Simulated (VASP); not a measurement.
The system is Si.

```xyz
2
Lattice="0.0000 2.7219 2.7219 2.7219 0.0000 2.7219 2.7219 2.7219 0.0000" Properties=species:S:1:pos:R:3 pbc="T T T"
Si    4.0828    4.0828    4.0828
Si    2.7219    2.7219    2.7219
```

| Item | Value |
| --- | --- |
| Program | VASP 6.6.1 |
| Task | relaxation of cell and atoms |
| Functional | LDA |
| Potentials or basis | VASP PAW LDA potentials, release 64 (Si) |
| Cutoff | 600 eV |
| k mesh | 8 × 8 × 8 |
| Occupations | gaussian, width 0.02 eV |
| Spin | no spin polarisation |

At the start: pressure -2.1 GPa; volume 20.16 Å³/atom.

Q: Where does the relaxation end?

A: Over 3 steps the energy falls by 3.0 meV/atom and the volume is 19.72 Å³/atom (-2.2 %); space group Fd-3m (No. 227, to 0.05 Å).

Step by step:
| step | energy change (eV) | largest force (eV/Å) | pressure (GPa) | volume (Å³) |
| --- | --- | --- | --- | --- |
| 1 | 0.0000 | 0.0000 | -2.07 | 40.33 |
| 2 | -0.0030 | 0.0000 | 1.55 | 38.83 |
| 3 | -0.0059 | 0.0000 | 0.00 | 39.44 |

Final structure:
```xyz
2
Lattice="0.0000 2.7016 2.7016 2.7016 0.0000 2.7016 2.7016 2.7016 0.0000" Properties=species:S:1:pos:R:3 pbc="T T T"
Si    4.0524    4.0524    4.0524
Si    2.7016    2.7016    2.7016
```
